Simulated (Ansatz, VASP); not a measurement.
# HfGe2As4 (HfGe2As4 monolayer): VASP beside Ansatz, part 2 of 2

Wanted: the spread between two codes on one cell, functional and k mesh. Of the first pair: The structure shown is the start of the Ansatz relaxation below; VASP solves that cell, so the two are compared at the walk's first step.

VASP 6.6.1 and Ansatz 0.2.0.

So far: Starting point; Ansatz: relaxation, PBE with D3(BJ).

### 3. VASP: single point, PBE with D3(BJ), start cell, pair 1

Level of this step: PBE with D3(BJ); plane waves and PAW (As, Ge_d, Hf_pv) (VASP).

The same cell, functional, mesh and smearing now go to VASP, with its own data sets.

Lines of VASP's logs that name or quote its potential files are left out, and so is its time.

INCAR reads:

```
SYSTEM = HfGe2As4
PREC = Accurate
ENCUT = 410
EDIFF = 1E-06
NELM = 120
ISMEAR = -1
SIGMA = 0.05
LREAL = .FALSE.
ALGO = Normal
GGA = PE
IVDW = 12
NBANDS = 36
LASPH = .TRUE.
LORBIT = 11
LWAVE = .FALSE.
LCHARG = .FALSE.
ISIF = 2
LDIPOL = .TRUE.
IDIPOL = 3
DIPOL = 0.5 0.5 0.5
LVHAR = .TRUE.
GGA_COMPAT = .FALSE.
NELMDL = -8
KPAR = 2
```

POSCAR reads:

```
HfGe2As4
1.0
    3.7300000000      0.0000000000      0.0000000000
   -1.8650000000      3.2302750000      0.0000000000
    0.0000000000      0.0000000000     50.5703430000
As Ge Hf
4 2 1
Direct
    0.0000000000      0.0000000000      0.4033984800
    0.3333333333      0.6666666667      0.4663404893
    0.3333333333      0.6666666667      0.5336594909
    0.0000000000      0.0000000000      0.5966015002
    0.3333333333      0.6666666667      0.4204637983
    0.3333333333      0.6666666667      0.5795361819
    0.0000000000      0.0000000000      0.4999999901
```

KPOINTS reads:

```
Automatic mesh
0
Gamma
12 12 1
0 0 0
```

The projector-augmented-wave data sets are As, Ge_d and Hf_pv (PBE family, release 64).

Launch:

```console
$ mpirun -np 2 vasp_std
```

Numbers of over 12 decimals in the logs are rounded to 6 here.

Output:

```text
[banner, memory and clock lines left out]
running    2 mpi-ranks, on    1 nodes
 distrk:  each k-point on    1 cores,    2 groups
 distr:  one band on    1 cores,    1 groups

 POSCAR found type information on POSCAR AsGeHf
 POSCAR found :  3 types and       7 ions
 LDA part: xc-table for (Slater+PW92), standard interpolation
|                                                                             |
|           W    W    AA    RRRRR   N    N  II  N    N   GGGG   !!!           |
|           W    W   A  A   R    R  NN   N  II  NN   N  G    G  !!!           |
|           W    W  A    A  R    R  N N  N  II  N N  N  G       !!!           |
|           W WW W  AAAAAA  RRRRR   N  N N  II  N  N N  G  GGG   !            |
|           WW  WW  A    A  R   R   N   NN  II  N   NN  G    G                |
|           W    W  A    A  R    R  N    N  II  N    N   GGGG   !!!           |
|                                                                             |
|     One of the lattice vectors is very long (>50 A), but AMIN is rather     |
|     large. This can spoil convergence since charge sloshing might occur     |
|     along the long lattice vector. If problems with convergence are         |
|     observed, try to decrease AMIN to a smaller value (e.g. 0.01).          |
|     Note: This warning only applies if the self-consistency cycle is        |
|     used.                                                                   |
|                                                                             |

 POSCAR, INCAR and KPOINTS ok, starting setup
 FFT: planning ... GRIDC
 FFT: planning ... GRID_SOFT
 FFT: planning ... GRID
 WAVECAR not read
 entering main loop
       N       E                     dE             d eps       ncg     rms          rms(c)
DAV:   1     0.407319146503E+03    0.40732E+03   -0.23619E+04  1680   0.133E+03
DAV:   2     0.138416006046E+02   -0.39348E+03   -0.38608E+03  1716   0.295E+02
DAV:   3    -0.374981987118E+02   -0.51340E+02   -0.50731E+02  1956   0.125E+02
DAV:   4    -0.393365291557E+02   -0.18383E+01   -0.18290E+01  1656   0.303E+01
DAV:   5    -0.394084632116E+02   -0.71934E-01   -0.71874E-01  2080   0.494E+00
DAV:   6    -0.394098462720E+02   -0.13831E-02   -0.13828E-02  2032   0.592E-01
DAV:   7    -0.394099039000E+02   -0.57628E-04   -0.57624E-04  2136   0.102E-01
DAV:   8    -0.394099052138E+02   -0.13138E-05   -0.13137E-05  2040   0.154E-02    0.428E+01
DAV:   9    -0.378681465909E+02    0.15418E+01   -0.43603E+00  1620   0.842E+00    0.290E+01
DAV:  10    -0.378514503995E+02    0.16696E-01   -0.29537E+00  1708   0.793E+00    0.675E+00
DAV:  11    -0.377189633728E+02    0.13249E+00   -0.21725E+00  1720   0.617E+00    0.325E+00
DAV:  12    -0.376959205814E+02    0.23043E-01   -0.16788E-01  1664   0.144E+00    0.154E+00
DAV:  13    -0.376932050503E+02    0.27155E-02   -0.18529E-02  1800   0.610E-01    0.399E-01
DAV:  14    -0.376931172204E+02    0.87830E-04   -0.49378E-03  1760   0.300E-01    0.356E-01
DAV:  15    -0.376929168756E+02    0.20034E-03   -0.17060E-03  1720   0.147E-01    0.397E-02
DAV:  16    -0.376929512883E+02   -0.34413E-04   -0.12960E-04  1776   0.597E-02    0.793E-02
DAV:  17    -0.376929755180E+02   -0.24230E-04   -0.41150E-05  1576   0.370E-02    0.301E-02
DAV:  18    -0.376930039393E+02   -0.28421E-04   -0.25517E-05  1428   0.174E-02    0.188E-02
DAV:  19    -0.376930102212E+02   -0.62819E-05   -0.14210E-06  1208   0.704E-03    0.124E-02
DAV:  20    -0.376930348254E+02   -0.24604E-04   -0.11083E-06  1080   0.407E-03    0.136E-02
DAV:  21    -0.376930626261E+02   -0.27801E-04   -0.30034E-06  1192   0.549E-03    0.546E-03
DAV:  22    -0.376930665639E+02   -0.39378E-05   -0.26904E-07   936   0.250E-03    0.355E-03
DAV:  23    -0.376930873447E+02   -0.20781E-04   -0.20184E-06  1064   0.326E-03    0.416E-03
DAV:  24    -0.376930879681E+02   -0.62346E-06   -0.23615E-07  1024   0.204E-03
   1 F= -.39988555E+02 E0= -.39980960E+02  d E =-.151904E-01
```

OUTCAR, selected parts (step 3):

```text
ion  position               nearest neighbor table
   1  0.000  0.000  0.403-   5 2.32   5 2.32   5 2.32
   2  0.333  0.667  0.466-   5 2.32   7 2.74   7 2.74   7 2.75
   3  0.333  0.667  0.534-   6 2.32   7 2.74   7 2.74   7 2.75
   4  0.000  0.000  0.597-   6 2.32   6 2.32   6 2.32
   5  0.333  0.667  0.420-   2 2.32   1 2.32   1 2.32   1 2.32
   6  0.333  0.667  0.580-   3 2.32   4 2.32   4 2.32   4 2.32
   7  0.000  0.000  0.500-   2 2.74   3 2.74   2 2.74   3 2.74   2 2.75   3 2.75

  LATTYP: Found a hexagonal cell.
 ALAT       =     3.7300000000
 C/A-ratio  =    13.5577327078

 Subroutine GETGRP returns: Found 12 space group operations
 (whereof 12 operations were pure point group operations)

The static configuration has the point symmetry D_3h.

 Found     19 irreducible k-points:

   k-points           NKPTS =     19   k-points in BZ     NKDIM =     19   number of bands    NBANDS=     36

   dimension x,y,z NGX =    28 NGY =   28 NGZ =  336
   dimension x,y,z NGXF=    56 NGYF=   56 NGZF=  672

   ENCUT  =  410.0 eV  30.13 Ry    5.49 a.u.   6.16  6.16 83.49*2*pi/ulx,y,z

   NELECT =      58.0000    total number of electrons

 k-points in reciprocal lattice and weights: Automatic mesh
   0.00000000  0.00000000  0.00000000       0.007
   0.08333333  0.00000000  0.00000000       0.042
   0.16666667 -0.00000000  0.00000000       0.042
   0.25000000  0.00000000  0.00000000       0.042
   0.33333333 -0.00000000  0.00000000       0.042
   0.41666667  0.00000000  0.00000000       0.042
   0.50000000  0.00000000  0.00000000       0.021
   0.08333333  0.08333333  0.00000000       0.042
   0.16666667  0.08333333  0.00000000       0.083
[...]
0.33333333  0.25000000  0.00000000       0.083
   0.33333333  0.33333333  0.00000000       0.014

 dipolmoment           0.000000      0.000000      0.000020 electrons x Angstroem

 average (electrostatic) potential at core
       1 -57.3251       2 -56.1747       3 -56.1747       4 -57.3248       5 -82.4397
       6 -82.4395       7 -44.9209

 E-fermi :  -2.2980

 k-point     1 :       0.0000    0.0000    0.0000
  band No.  band energies     occupation
    ...
     24      -4.3086      2.00000
     25      -3.1912      2.00000
     26      -3.1112      2.00000
     27      -3.1112      2.00000
     28      -2.3031      1.05106
     29      -2.0554      0.01550
     30      -2.0554      0.01550
     31      -1.9762      0.00320
     32      -1.0767      0.00000
     33       0.2204      0.00000
    ...

 k-point     2 :       0.0833    0.0000    0.0000
  band No.  band energies     occupation
    ...
     24      -4.4965      2.00000
     25      -3.4434      2.00000
     26      -3.2051      2.00000
     27      -3.0539      2.00000
     28      -2.3194      1.21121
     29      -2.1866      0.19456
     30      -1.7762      0.00006
     31      -1.2753      0.00000
     32      -0.9504      0.00000
     33       0.1935      0.00000
    ...

 k-point     3 :       0.1667   -0.0000    0.0000
  band No.  band energies     occupation
    ...
     25      -4.1095      2.00000
     26      -3.3517      2.00000
     27      -2.9369      1.99999
     28      -2.8931      1.99999
     29      -2.5055      1.96900
     30      -1.7447      0.00003
     31      -0.9382      0.00000
     32      -0.9036      0.00000
     33       0.5782      0.00000
     34       0.7986      0.00000
    ...

 Edisp (eV)   -2.29547

  Total       5.71923     5.71923     6.33838     0.00000     0.00000     0.00000
  in kB      15.03847    15.03848    16.66651     0.00000     0.00000     0.00000
  external pressure =       15.58 kB  Pullay stress =        0.00 kB

  energy-cutoff  :      410.00
  volume of cell :      609.32
      direct lattice vectors                 reciprocal lattice vectors
     3.730000000  0.000000000  0.000000000     0.268096515  0.154785583  0.000000000
    -1.865000000  3.230275000  0.000000000     0.000000000  0.309571167  0.000000000
     0.000000000  0.000000000 50.570343000     0.000000000  0.000000000  0.019774436

 POSITION                                       TOTAL-FORCE (eV/Angst)
 -----------------------------------------------------------------------------------
      0.00000      0.00000     20.40000        -0.000000      0.000000     -2.831816
     -0.00000      2.15352     23.58300        -0.000000     -0.000000      2.425207
     -0.00000      2.15352     26.98734        -0.000000      0.000000     -2.425207
      0.00000      0.00000     30.17034         0.000000     -0.000000      2.831816
     -0.00000      2.15352     21.26300         0.000000     -0.000000      1.610040
     -0.00000      2.15352     29.30734         0.000000     -0.000000     -1.610040
      0.00000      0.00000     25.28517        -0.000000     -0.000000      0.000000
 -----------------------------------------------------------------------------------
    total drift:                               -0.000005     -0.000008      0.002440

  FREE ENERGIE OF THE ION-ELECTRON SYSTEM (eV)
  ---------------------------------------------------
  free  energy   TOTEN  =       -39.9885554681 eV

  energy  without entropy=      -39.9733651004  energy(sigma->0) =      -39.98096028

 vacuum level on the upper side and lower side of the slab         2.434         2.434

 total charge
# of ion       s       p       d       tot
------------------------------------------
    1        1.247   1.590   0.047   2.884
    2        1.209   1.616   0.035   2.860
    3        1.209   1.616   0.035   2.860
    4        1.247   1.590   0.047   2.884
    5        1.121   1.326  10.097  12.544
    6        1.121   1.326  10.097  12.544
    7        0.291   6.395   1.516   8.202
--------------------------------------------------
tot          7.444  15.460  21.874  44.778

[... 3 further parts left out ...]
```

### 4. Side by side

Known differences besides the potentials themselves: Ansatz cuts the interaction across the vacuum, VASP repeats the sheet with a dipole correction; the data sets hold 114 valence electrons in Ansatz (on its PAW soft_1 files) and 58 in VASP; the cutoff is 420 eV in Ansatz and 410 eV in VASP. Total energies have different zeros and are not compared.

Forces (eV/Å; atoms numbered as in POSCAR):

| atom | Ansatz x, y, z | VASP x, y, z |
| --- | --- | --- |
| As1 | 0.000, 0.000, -2.793 | 0.000, 0.000, -2.832 |
| As2 | 0.000, 0.000, 2.376 | 0.000, 0.000, 2.425 |
| As3 | 0.000, 0.000, -2.376 | 0.000, 0.000, -2.425 |
| As4 | 0.000, 0.000, 2.793 | 0.000, 0.000, 2.832 |
| Ge5 | 0.000, 0.000, 1.603 | 0.000, 0.000, 1.610 |
| Ge6 | 0.000, 0.000, -1.603 | 0.000, 0.000, -1.610 |
| Hf7 | 0.000, 0.000, 0.000 | 0.000, 0.000, 0.000 |

The forces differ by 19 meV/Å r.m.s., which is 1.6 % of the r.m.s. force of 1.253 eV/Å (both taken over all components). With vacuum in the cell, a pressure given here is an average over mostly empty space and none of the material.

### 5. Ansatz: relaxation, PBE with D3(BJ)

This run makes the geometry at which the two programs are then compared.

The structure compared here is the end of the Ansatz relaxation.

input.yaml reads:

```yaml
crystal:
  lattice:
    - [3.73, 0.0, 0.0]
    - [-1.865, 3.2302747561, 0.0]
    - [0.0, 0.0, 50.5703425596]
  atoms:
    - { symbol: As, position: [0.0, 0.0, 0.4033984934] }
    - { symbol: Ge, position: [0.3333333333, 0.6666666667, 0.4204638049] }
    - { symbol: As, position: [0.3333333333, 0.6666666667, 0.4663404963] }
    - { symbol: Hf, position: [0.0, 0.0, 0.5] }
    - { symbol: As, position: [0.3333333333, 0.6666666667, 0.5336595037] }
    - { symbol: Ge, position: [0.3333333333, 0.6666666667, 0.5795361951] }
    - { symbol: As, position: [0.0, 0.0, 0.5966015066] }
  periodic: [true, true, false]
kpoints:
  mp_grid: { grid: [12, 12, 1] }
hamiltonian:
  xc: pbe
  dispersion: d3bj
  pseudopotentials: { kind: paw, azcp: { folder: soft_1 } }
scf:
  occupations: { method: fermi_dirac, width: 0.05 }
  convergence: { dr2_threshold: 1.0e-09 }
relax:
  f_tol: 0.004
  max_steps: 90
  cell: {}
output:
  write_potential: true
  write_density: true
  volumetric_format: npy
```

Launch:

```console
$ ansatz run input.yaml --threads 4 --pin off --max-ram 6144MiB --backend cpu --events-out ev --progress --plain --runs-dir out
```

Output:

```text
[...]
Crystal: 7 atoms, lattice volume = 609.318 Å³
Basis set: ecut = 420 eV, 11941 PW (Γ), exchange–correlation on 50×50×720 points (8 copies of the dense FFT grid, shifted against one another)
Bands: 69, of which v1, the nominal top of the filled ones, is band 57 counted from 1 (56 counted from 0)
Symmetry: 12 space group operations
[...]
- [0, 0, 50.5703425596]
  atoms:
[...]
- { symbol: Ge, position: [0.333333, 0.666667, 0.421808] }
    - { symbol: As, position: [0.333333, 0.666667, 0.469744] }
    - { symbol: Hf, position: [1.0573552618554996e-17, -5.1357255561990634e-17, 0.5] }
    - { symbol: As, position: [0.333333, 0.666667, 0.530256] }
    - { symbol: Ge, position: [0.333333, 0.666667, 0.578192] }
    - { symbol: As, position: [9.607316189885588e-18, -5.1357255561990646e-17, 0.600453] }
[key lines of the parts left out:]
SCF converged after 5 iterations
Free energy (F): -43740.308789 eV
Fermi energy:    -4.978555 eV
P = ½ c Tr σ = 0.0127 N/m
```

### 6. VASP: single point, PBE with D3(BJ), relaxed cell, pair 2

The same cell, functional, mesh and smearing now go to VASP, with its own data sets.

INCAR is that of step 3.

POSCAR reads:

```
HfGe2As4
1.0
    3.8171466247      0.0000000000      0.0000000000
   -1.9085733124      3.3057459470      0.0000000000
    0.0000000000      0.0000000000     50.5703425596
As Ge Hf
4 2 1
Direct
    0.0000000000      0.0000000000      0.3995469272
    0.3333333333      0.6666666667      0.4697435720
    0.3333333333      0.6666666667      0.5302564280
    0.0000000000      0.0000000000      0.6004530728
    0.3333333333      0.6666666667      0.4218076025
    0.3333333333      0.6666666667      0.5781923975
    0.0000000000      0.0000000000      0.5000000000
```

KPOINTS is that of step 3.

Launch:

```console
$ mpirun -np 2 vasp_std
```

Output:

```text
[banner, memory and clock lines left out]
running    2 mpi-ranks, on    1 nodes
[...]
LDA part: xc-table for (Slater+PW92), standard interpolation
 [... a notice as in an earlier step ...]

 POSCAR, INCAR and KPOINTS ok, starting setup
[...]
entering main loop
       N       E                     dE             d eps       ncg     rms          rms(c)
DAV:   1     0.397872131370E+03    0.39787E+03   -0.23318E+04  1704   0.130E+03
DAV:   2     0.113979182075E+02   -0.38647E+03   -0.37851E+03  1712   0.288E+02
DAV:   3    -0.385662848636E+02   -0.49964E+02   -0.49456E+02  1952   0.123E+02
DAV:   4    -0.404103326951E+02   -0.18440E+01   -0.18280E+01  1656   0.296E+01
[...]
DAV:  24    -0.390436998999E+02   -0.65440E-05   -0.89979E-08  1068   0.109E-03    0.567E-04
DAV:  25    -0.390437054871E+02   -0.55872E-05   -0.11420E-07  1076   0.929E-04    0.109E-03
DAV:  26    -0.390437064822E+02   -0.99508E-06   -0.18717E-08   956   0.669E-04
   1 F= -.41197143E+02 E0= -.41192863E+02  d E =-.855938E-02
```

From OUTCAR (step 6):

```text
 Edisp (eV)   -2.15344

  Total      -0.09930    -0.09930    -0.01819     0.00000    -0.00000     0.00000
  in kB      -0.24931    -0.24931    -0.04567     0.00000    -0.00000     0.00000
  external pressure =       -0.18 kB  Pullay stress =        0.00 kB

 POSITION                                       TOTAL-FORCE (eV/Angst)
 -----------------------------------------------------------------------------------
      0.00000      0.00000     20.20522         0.000000     -0.000000     -0.030484
     -0.00000      2.20383     23.75509         0.000000     -0.000000      0.031815
     -0.00000      2.20383     26.81525         0.000000      0.000000     -0.031815
      0.00000      0.00000     30.36512         0.000000      0.000000      0.030484
     -0.00000      2.20383     21.33095        -0.000000      0.000000      0.011595
     -0.00000      2.20383     29.23939        -0.000000      0.000000     -0.011595
      0.00000      0.00000     25.28517         0.000000     -0.000000     -0.000000
 -----------------------------------------------------------------------------------
    total drift:                                0.000000     -0.000000     -0.000000

  FREE ENERGIE OF THE ION-ELECTRON SYSTEM (eV)
  ---------------------------------------------------
  free  energy   TOTEN  =       -41.1971429937 eV

  energy  without entropy=      -41.1885836172  energy(sigma->0) =      -41.19286331

[... 1 part as in an earlier step ...]

[... 2 further parts left out ...]
[key lines of the parts left out:]
E-fermi :  -2.6790
```

### 7. Side by side

What differs besides the data sets and the points named for the pairs above, as far as they apply: the data sets hold 114 valence electrons in Ansatz (on its PAW soft_1 files) and 58 in VASP. Total energies have different zeros and are not compared.

At this near-relaxed geometry the largest component of a force difference is 33 meV/Å. With vacuum in the cell, a pressure given here is an average over mostly empty space and none of the material.

### 8. What the set-up changes

Further runs change the set-up of one program: Ansatz's method, potentials or start, or VASP's data sets, cutoff or form of LDA. The table gives that difference for each run.

| run | r.m.s. force difference (meV/Å) |
| --- | --- |
| as above | 14 |
| VASP with the data sets As_d, Ge_sv_GW and Hf_pv and a cutoff of 540 eV | 12 |

### 9. Outcome

```yaml
r_m_s_force_difference_single_point_pbe_with_d3_bj_start_cell_pair_1: 1.6 % of the r.m.s. force
r_m_s_force_difference_single_point_pbe_with_d3_bj_relaxed_cell_pair_2: 14 meV/Å
```

What this shows: The r.m.s. force difference is 14 meV/Å (single point, PBE with D3(BJ), relaxed cell, pair 2), beyond the 12 meV/Å picked in this series as the mark of a large difference. The data sets hold unlike numbers of valence electrons (114 in Ansatz and 58 in VASP), so part of the differences comes from the potentials. For single point, PBE with D3(BJ), relaxed cell, pair 2, no further run moves any of the tabulated differences by more than a quarter of its size. How closely two codes agree says nothing of how well the functional describes the real material.

[Lines on the potential files, build, host, timing and source positions are cut from VASP's logs without a mark.]

[Logs are printed without paths, hosts, clocks, repeated set-up lines and the standing remarks that a program may print on its own settings, such as how far it seeks lower states.]

[Hosts, paths, dates, database ids (printed as entryN), source tags and the programs' standing remarks are cut or masked in the printed files.]
